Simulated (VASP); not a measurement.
**InSb3 under changes of volume**

One of the cells (28.313 Å³/atom); the others are scaled copies at fixed shape and fractional positions:

```xyz
4
Lattice="4.8382 0.0000 0.0000 0.0000 4.8382 0.0000 0.0000 0.0000 4.8382" Properties=species:S:1:pos:R:3 pbc="T T T"
Sb    2.4191    2.4191    0.0000
Sb    0.0000    2.4191    2.4191
Sb    2.4191    0.0000    2.4191
In    0.0000    0.0000    0.0000
```

The cell comes from a database or a generator and needn't be the stable form of this composition.

| Quantity | Value |
| --- | --- |
| Program | VASP 6.6.1 |
| Functional | PBEsol |
| Potentials or basis | VASP PAW PBE potentials, release 64 (Sb, In_d) |
| Cutoff | 520 eV |
| k mesh | 6 × 6 × 6 |
| Occupations | fermi-dirac, width 0.05 eV |
| Spin | no spin polarisation |

| volume (Å³/atom) | energy over the lowest point (meV/atom) | pressure (GPa) |
| --- | --- | --- |
| 26.093 | ? | ? |
| 26.648 | 0.00 | -0.6 |
| 27.203 | 3.90 | -1.7 |
| 28.313 | 22.46 | -3.6 |
| 28.868 | 36.29 | -4.3 |
| 29.424 | 52.58 | -5.0 |

Task: What does the run at 26.093 Å³/atom give?

Result: Energy over the lowest point 0.28 meV/atom; pressure 0.7 GPa.

Worked out: A Birch-Murnaghan fit of order 3 (a polynomial in V^(-2/3)) to the other rows has its minimum at 26.42 Å³/atom, just outside them, with B0 = V·E''(V) = 63 GPa and B' = 5.4. It gives 0.42 meV/atom at 26.093 Å³/atom, against the run's 0.28, and -dE/dV = 0.8 GPa, against 0.7.

Energies are extrapolated to zero smearing.

Caveats: the PAW data sets were made with another functional, which shifts forces and pressure a little.
